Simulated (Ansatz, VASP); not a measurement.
## Cross-check of TiTe2 between VASP and Ansatz

Wanted: the spread between two codes on one cell, functional and k mesh. The structure shown comes from an earlier run, which isn't shown and may have moved the atoms alone.

Program: Ansatz 0.2.0. Level of theory: plane waves, with VASP 6.6.1 beside it; LDA. Results are calculated unless marked as measured.

**1. The structure**

The structure is trigonal, space group P-3m1 (No. 164). Conventional cell: a = 3.777 Å, b = 3.777 Å, c = 6.498 Å, α = 90.00°, β = 90.00°, γ = 120.00°. Nearest to Ti lie 6 Te at 2.75 Å. Nearest to Te lie 3 Ti at 2.75 Å. Farther neighbours and most contacts between anions are not listed.

**2. Ansatz: elastic constants, LDA**

Ansatz runs on its default PAW (the set named soft_2) files.

Elastic constants are differences of stresses under small strains, so they test the stress and the mesh.

input.yaml reads:

```yaml
crystal:
  lattice:
    - [3.777, 0.0, 0.0]
    - [-1.8885, 3.2709779501, 0.0]
    - [0.0, 0.0, 6.498]
  atoms:
    - { symbol: Ti, position: [0.0, 0.0, 0.0] }
    - { symbol: Te, position: [0.6666666667, 0.3333333333, 0.2575810215] }
    - { symbol: Te, position: [0.3333333333, 0.6666666667, 0.7424189785] }
kpoints:
  mp_grid: { grid: [12, 12, 6] }
hamiltonian:
  xc: lda
scf:
  occupations: { method: gaussian, width: 0.1 }
output:
  forces: true
  stress: true
  eigenvalues: true
elastic:
  mode: relaxed_ion
  stencil: two_point
```

Launch:

```sh
ansatz run input.yaml --threads 2 --pin off --max-ram 5120MiB --backend cpu --events-out ev --progress --plain --runs-dir out
```

Numbers of over 12 decimals in the logs are rounded to 6 here.

The log of the run:

```text
Engine: ansatz 0.2.0, x86_64-unknown-linux-gnu
Pseudopotentials: kind: paw
Pseudopotential: Ti, paw, valence charge 12, recommended cutoff 420 eV (normal), Ti.paw.azcp
Pseudopotential: Te, paw, valence charge 16, recommended cutoff 420 eV (normal), Te.paw.azcp
Functional definition: SPW92
  exchange = slater_x
  correlation = pw_c
Crystal: 3 atoms, lattice volume = 80.279 Å³
Basis set: ecut = 420 eV, 1581 PW (Γ)
Bands: 27, of which v1, the nominal top of the filled ones, is band 22 counted from 1 (21 counted from 0)
Symmetry: 12 space group operations
Space group: P-3m1 (ITA 164), of the structure as read, at distance tolerance 4.3e-5 Å
k-points: 100 of 864
Non-local potential: Ti, projectors of the file, l = 0: 3, l = 1: 2, l = 2: 3, l = 3: 1
Non-local potential: Te, projectors of the file, l = 0: 2, l = 1: 2, l = 2: 2, l = 3: 2
PAW form: soft (Blöchl's): semilocal exchange-correlation on the pseudo side does not see the compensation charge
PAW frozen core: Ti, regenerated for the run's functional, and the local potential with it (the file was generated under x = pbe(κ = 0.804, μ = 0.219515), c = pbe(β = 0.066725))
PAW frozen core: Te, regenerated for the run's functional, and the local potential with it (the file was generated under x = pbe(κ = 0.804, μ = 0.219515), c = pbe(β = 0.066725))
PAW one-centre angular grid: Ti, 590 points (default); XC on 64 Gauss nodes
PAW one-centre angular grid: Te, 590 points (default); XC on 64 Gauss nodes
Initial density: superposition of atomic densities (neutral atoms: chi_scale 0, normalization atom), corrected by the library's trained network
Initial wavefunctions: pseudopotential atomic-orbital guess
Functional: x = slater, c = lda
SCF iter   1: F=—  HF=-16106.833977 eV  |F-HF|=—  |Δ(HF+E_count)|=         —  Δρ=6.29e-3  dr2=2.66e-2  ethr=1.77e-3  ⟨swp⟩=5.6  Hψ=11874  notcnv=0
preconditioner: auto → LDOS  [metal: Δε(μ)=0.010 eV  Ē_g=6.352 eV  σ=0.100 eV  W_gap=0.06  n_scr=22 (ndim 8)  ℏωp=16.6 eV  f_vac=0.015  D(μ)=1.31/eV (n_scr^D=2)  β→1.0]
SCF iter   2: F=—  HF=-16106.833031 eV  |F-HF|=—  |Δ(HF+E_count)|=   9.47e-4  Δρ=5.41e-3  dr2=3.92e-2  ethr=6.05e-5  ⟨swp⟩=2.1  Hψ=5138  notcnv=0  defer=39
SCF iter   3: F=—  HF=-16106.828668 eV  |F-HF|=—  |Δ(HF+E_count)|=   4.36e-3  Δρ=1.19e-3  dr2=2.24e-3  ethr=6.05e-5  ⟨swp⟩=2.2  Hψ=3895  notcnv=0  defer=39
SCF iter   4: F=—  HF=-16106.828432 eV  |F-HF|=—  |Δ(HF+E_count)|=   2.36e-4  Δρ=1.80e-4  dr2=2.74e-5  ethr=5.09e-6  ⟨swp⟩=1.7  Hψ=2805  notcnv=0  defer=39
SCF iter   5: F=—  HF=-16106.828418 eV  |F-HF|=—  |Δ(HF+E_count)|=   1.44e-5  Δρ=2.64e-5  dr2=8.99e-7  ethr=6.22e-8  ⟨swp⟩=2.0  Hψ=4787  notcnv=0  defer=39
SCF iter   6: F=—  HF=-16106.828417 eV  |F-HF|=—  |Δ(HF+E_count)|=   7.88e-7  Δρ=5.99e-6  dr2=4.08e-8  ethr=2.04e-9  ⟨swp⟩=2.0  Hψ=4758  notcnv=0  defer=39
SCF iter   7: F=—  HF=-16106.828417 eV  |F-HF|=—  |Δ(HF+E_count)|=   5.16e-9  Δρ=1.72e-6  dr2=2.32e-9  ethr=9.28e-11  ⟨swp⟩=2.0  Hψ=4409  notcnv=0  defer=39
SCF iter   8: F=—  HF=-16106.828417 eV  |F-HF|=—  |Δ(HF+E_count)|=  4.98e-10  Δρ=3.20e-7  dr2=3.96e-11  ethr=5.26e-12  ⟨swp⟩=2.5  Hψ=4396  notcnv=0  defer=39
SCF iter   9: F=—  HF=-16106.828417 eV  |F-HF|=—  |Δ(HF+E_count)|=  2.91e-11  Δρ=5.98e-8  dr2=1.71e-12  ethr=9.01e-14 (applied; sched 1.00e-12)  ⟨swp⟩=2.9  Hψ=4929  notcnv=0  defer=39
SCF iter  10: F=-16106.828417 eV  HF=-16106.828417 eV  |F-HF|=1.82e-12  |Δ(HF+E_count)|=  7.28e-12  Δρ=5.53e-9  dr2=2.24e-14  ethr=1.00e-12  ⟨swp⟩=6.6  Hψ=9291  notcnv=0
SCF 1 converged in 10 iterations: F = -16106.828417 eV  dr2 = 2.24e-14
  greatest PAW one-centre occupation: 0.999 electrons in one spin orbital (limit 2), on the Te atom at site 2 (counted from 0), in its partial waves of l = 2
relax step   1: F+E_penalty+E_count = -16106.82841685 eV  Δ(F+E_penalty+E_count) = +0.000e0 eV  max|allowed force component| = 1.641e-3 eV/Å  Δτ_max = 0.0000 Å  (10 SCF iters, accepted)
[...]
relax step   1: F+E_penalty+E_count = -16106.82836192 eV  Δ(F+E_penalty+E_count) = +0.000e0 eV  max|allowed force component| = 1.386e-2 eV/Å  Δτ_max = 0.0000 Å  (10 SCF iters, accepted)
[...]
relax step   2: F+E_penalty+E_count = -16106.82840351 eV  Δ(F+E_penalty+E_count) = -4.159e-5 eV  max|allowed force component| = 1.669e-4 eV/Å  Δτ_max = 0.0030 Å  (8 SCF iters, accepted)
[...]
relax step   3: F+E_penalty+E_count = -16106.82840351 eV  Δ(F+E_penalty+E_count) = -4.044e-9 eV  max|allowed force component| = 4.982e-7 eV/Å  Δτ_max = 0.0000 Å  (5 SCF iters, accepted)
iter 1 solved again at ethr=1.00e-12 eV; its pass at ethr=3.10e-3 eV (dr2=4.17e-14 eV) is discarded
SCF iter   1: F=—  HF=-16106.828404 eV  |F-HF|=—  |Δ(HF+E_count)|=         —  Δρ=5.81e-9  dr2=3.10e-14  ethr=1.00e-12  ⟨swp⟩=2.3  Hψ=30686  notcnv=0
SCF iter   2: F=-16106.828404 eV  HF=-16106.828404 eV  |F-HF|=0.00e0  |Δ(HF+E_count)|=  7.28e-12  Δρ=4.81e-9  dr2=5.91e-14  ethr=1.00e-12  ⟨swp⟩=5.0  Hψ=23247  notcnv=0
SCF 30 converged in 2 iterations: F = -16106.828404 eV  dr2 = 5.91e-14
SCF converged after 10 iterations
Free energy (F): -16106.828417 eV
Harris-Foulkes:  -16106.828417 eV  (|F-HF|=1.82e-12)
Internal energy: -16106.821786 eV  (E = F + TS)
E sigma→0 (E₀):  -16106.825102 eV
Entropy (-TS):   -0.006631 eV (-2.210 meV/atom)
Fermi energy:    9.945235 eV
--- Per-component energies (eV) ---
  E_band       = -678.169789
  E_kinetic    = 635.965731
  E_local      = -3514.991956  (includes V_loc(G=0)·N_el)
  E_nonlocal   = -596.953314
  E_hartree    = 2033.704318
  E_xc         = -344.997722
  E_vxc        = -332.212402  (∫ρ·V_xc dr)
  E_paw        = -10019.506524  (= ΣΔE_a)
  E_vpaw       = -937.386195  (= ΣTr[D̂ρ^β])
  E_aug_tail   = -0.000287  (compensation charges beyond the density's cutoff)
  E_ewald      = -4301.725305
  E_core_change = 1.683273  (= ΣΔE_core)
  E_smearing   = -0.006631  (= −TS)
  E_closure    = -0.000000  (closes the sum)
  Σ components = -16106.828417   (vs F -16106.828417, Δ=0.00e0)
--- Forces (eV/Å), atoms counted from 1 ---
  atom   1  Ti     0.00000000    -0.00000000     0.00000000
  atom   2  Te     0.00000000     0.00000000    -0.00000023
  atom   3  Te     0.00000000    -0.00000000     0.00000023
  max |Σ_I F_I| component: 2.31e-18 eV/Å
--- Stress (GPa, compression-positive) ---
       -3.453006       0.000000      -0.000000
        0.000000      -3.453006      -0.000000
       -0.000000       0.000000      -2.017806
  P = ⅓ Tr σ = -2.9746 GPa (-29.746 kbar)
--- Band table (eV; the first three rows and the last of 100) ---
  k-point 0: bands = [... 18 lower, 8.1687, 10.2815, 10.2815, 10.2823, 10.5038, 10.9792, 10.9792, 13.1151, ... 1 higher]
  k-point 1: bands = [... 18 lower, 8.1838, 9.5097, 10.2787, 10.2787, 10.7960, 10.9044, 10.9044, 13.2163, ... 1 higher]
  k-point 2: bands = [... 18 lower, 8.2151, 8.3209, 10.2735, 10.2735, 10.7658, 10.7658, 10.9186, 13.4118, ... 1 higher]
  k-point 99: bands = [... 18 lower, 6.2052, 6.7938, 8.2379, 8.2379, 10.8196, 10.9130, 10.9130, 12.9646, ... 1 higher]
--- Elastic constants: 3 strain directions × 2 members + reference (group order 12) ---
  dense FFT box of the reference and of every strained cell: 27×27×45
  strains applied: 11, 33, 23; error gains: componentwise 1.00 (the most a stress slope's error grows in a printed constant), spectral 1.41 (1 for all six strains in a standard setting)
  reference relaxed by the batch: 3 steps; max|allowed force component| 1.64e-3 eV/Å at the deck's positions, 2.31e-7 at the last accepted step, 2.30e-7 by the solve of record
  largest displacement 1.8e-4 Å; the constants are those of the deck's cell at these positions:
  atoms:
    - { symbol: Ti, position: [0, 0, 0.0] }
    - { symbol: Te, position: [0.666667, 0.333333, 0.257609] }
    - { symbol: Te, position: [0.333333, 0.666667, 0.742391] }
  C = ∂σ_k/∂η_j (tension-positive GPa; Voigt order 11 22 33 23 13 12):
        71.623     14.016      6.937      4.097     -0.000     -0.000
        14.016     71.623      6.937     -4.097     -0.000      0.000
         8.374      8.374     26.263      0.000     -0.000      0.000
         4.098     -4.098      0.000     14.446      0.000     -0.000
         0.000      0.000      0.000     -0.000     14.446      4.098
        -0.000     -0.000     -0.000     -0.000      4.097     28.803
  reference stress σ⁰ (GPa):      3.453      3.453      2.018      0.000      0.000     -0.000
  C* (energy form; C + prestress term) asymmetry max|C*_kj − C*_jk| = 2.093e-3 GPa — a small one proves nothing (zero by symmetry where the batch's group is 432, −43m or m−3m); a large one is finite-difference/SCF noise where every solve meets its electron count
  moduli (Voigt/Reuss/Hill, GPa): K = 25.35/19.82/22.59   G = 20.88/17.36/19.12   E = 44.74   ν = 0.170
  mechanically stable: yes (min eigenvalue of sym C = 13.36 GPa)
  strain η (Voigt 11):  stress-route row diagonal C_11 = 71.62 GPa, energy-path curvature d²(F+E_count+ΔE)/dδ²/Ω₀ = 71.62 GPa
         δ    σ_11 (GPa)             F (eV)   n_scf  n_hpsi   n_pw
    -2.000e-3       3.3085      -16106.8318074       2   58526   1589   relax 4 steps, max|allowed force component| 1.07e-5 eV/Å
     2.000e-3       3.5950      -16106.8248826       2   56035   1595   relax 3 steps, max|allowed force component| 5.82e-7 eV/Å
  strain η (Voigt 33):  stress-route row diagonal C_33 = 26.26 GPa, energy-path curvature d²(F+E_count+ΔE)/dδ²/Ω₀ = 26.28 GPa
         δ    σ_33 (GPa)             F (eV)   n_scf  n_hpsi   n_pw
    -2.000e-3       1.9638      -16106.8304164       2   23463   1589   relax 3 steps, max|allowed force component| 1.78e-7 eV/Å
     2.000e-3       2.0689      -16106.8263653       2   23659   1593   relax 3 steps, max|allowed force component| 3.58e-7 eV/Å
  strain η (Voigt 23):  stress-route row diagonal C_44 = 14.45 GPa, energy-path curvature d²(F+E_count+ΔE)/dδ²/Ω₀ = 13.09 GPa
         δ    σ_23 (GPa)             F (eV)   n_scf  n_hpsi   n_pw
    -2.000e-3      -0.0287      -16106.8284036       2   57830   1592   relax 4 steps, max|allowed force component| 2.95e-7 eV/Å
     2.000e-3       0.0290      -16106.8284035       2   57999   1592   relax 3 steps, max|allowed force component| 4.98e-7 eV/Å
```

Reading the cycles: dr2 is the Hartree energy of the density residual (eV), the measure of convergence; HF is the Harris–Foulkes estimate of the energy, which meets the free energy F at convergence.

[end of part 1 of 2]

[Lines on the potential files, build, host, timing and source positions are cut from VASP's logs without a mark.]

[Logs are printed without paths, hosts, clocks, repeated set-up lines and the standing remarks that a program may print on its own settings, such as how far it seeks lower states.]

[Hosts, paths, dates, database ids (printed as entryN), source tags and the programs' standing remarks are cut or masked in the printed files.]
